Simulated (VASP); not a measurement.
```
CELL_PARAMETERS angstrom
      5.68748     0.00000     0.00000
      0.00000     5.68748     0.00000
      0.00000     0.00000     5.68748
ATOMIC_POSITIONS crystal
  Ru 0.00000 0.50000 0.50000
  Ru 0.50000 0.50000 0.00000
  Ru 0.50000 0.00000 0.50000
  Ru 0.00000 0.00000 0.00000
  S  0.38820 0.11180 0.88820
  S  0.61180 0.88820 0.11180
  S  0.11180 0.88820 0.38820
  S  0.88820 0.11180 0.61180
  S  0.88820 0.38820 0.11180
  S  0.11180 0.61180 0.88820
  S  0.61180 0.61180 0.61180
  S  0.38820 0.38820 0.38820
```

Level of theory: LDA (Ceperley-Alder, Perdew-Zunger), VASP's LDA PAW potentials (set 64) (plane waves; VASP). Settings: EDIFF = 1E-04, 240 eV cut-off, 6×6×6 Γ-centred mesh shifted by (0.5, 0.5, 0.5), Gaussian smearing of 0.010 eV, potentials Ru_pv S.

At this cut-off the stress carries a Pulay error, which pulls relaxed volumes low.  Energy and stress use the plane-wave basis of the starting cell.

### Question
The ions, cell shape and volume are relaxed. What does this cell relax into?

### Answer

```
CELL_PARAMETERS angstrom
      5.52370     0.00000     0.00000
      0.00000     5.52370     0.00000
      0.00000     0.00000     5.52370
ATOMIC_POSITIONS crystal
  Ru 0.00000 0.50000 0.50000
  Ru 0.50000 0.50000 0.00000
  Ru 0.50000 0.00000 0.50000
  Ru 0.00000 0.00000 0.00000
  S  0.38625 0.11375 0.88625
  S  0.61375 0.88625 0.11375
  S  0.11375 0.88625 0.38625
  S  0.88625 0.11375 0.61375
  S  0.88625 0.38625 0.11375
  S  0.11375 0.61375 0.88625
  S  0.61375 0.61375 0.61375
  S  0.38625 0.38625 0.38625
```
Space group Pa-3 (205), at a tolerance of 0.03 Å.

### Question
How do energy and volume change from the first to the last step?

### Answer
The energy (σ→0) changes by -81.5 meV/atom and the volume by -8.4 %, in 10 ionic steps.

```json
[
 {"step": "1", "E(σ→0) (eV)": "-88.3221", "max force (eV/Å)": "0.325", "pressure (GPa)": "-18.46", "volume (Å³)": "183.98"},
 {"step": "2", "E(σ→0) (eV)": "-84.6395", "max force (eV/Å)": "0.219", "pressure (GPa)": "62.76", "volume (Å³)": "140.83"},
 {"step": "3", "E(σ→0) (eV)": "-89.2828", "max force (eV/Å)": "0.258", "pressure (GPa)": "-1.06", "volume (Å³)": "169.22"},
 {"step": "4", "E(σ→0) (eV)": "-89.2857", "max force (eV/Å)": "0.251", "pressure (GPa)": "-0.17", "volume (Å³)": "168.55"},
 {"step": "5", "E(σ→0) (eV)": "-89.2857", "max force (eV/Å)": "0.249", "pressure (GPa)": "0.17", "volume (Å³)": "168.26"},
 {"step": "6", "E(σ→0) (eV)": "-89.2987", "max force (eV/Å)": "0.060", "pressure (GPa)": "0.34", "volume (Å³)": "168.31"},
 {"step": "7", "E(σ→0) (eV)": "-89.2996", "max force (eV/Å)": "0.005", "pressure (GPa)": "0.29", "volume (Å³)": "168.32"},
 {"step": "8", "E(σ→0) (eV)": "-89.2996", "max force (eV/Å)": "0.004", "pressure (GPa)": "0.26", "volume (Å³)": "168.32"},
 {"step": "9", "E(σ→0) (eV)": "-89.2994", "max force (eV/Å)": "0.001", "pressure (GPa)": "-0.39", "volume (Å³)": "168.85"},
 {"step": "10", "E(σ→0) (eV)": "-89.2998", "max force (eV/Å)": "0.002", "pressure (GPa)": "-0.02", "volume (Å³)": "168.54"}
]
```

The structure comes from a computed database's RuS2 entry; how it stands against other phases isn't given here. This run relaxes it. Symmetry was kept, so distortions that lower it aren't found. The run is one of a series of settings (EDIFF = 1E-04, EDIFFG = -0.01, ENCUT = 240, GGA removed, IBRION = 2, ISIF = 3, NSW = 50, KPOINTS 6×6×6 Γ-centred mesh shifted by (0.5, 0.5, 0.5), POTCAR Ru_pv S (LDA.64 set) against the base run), some of them coarse on purpose.
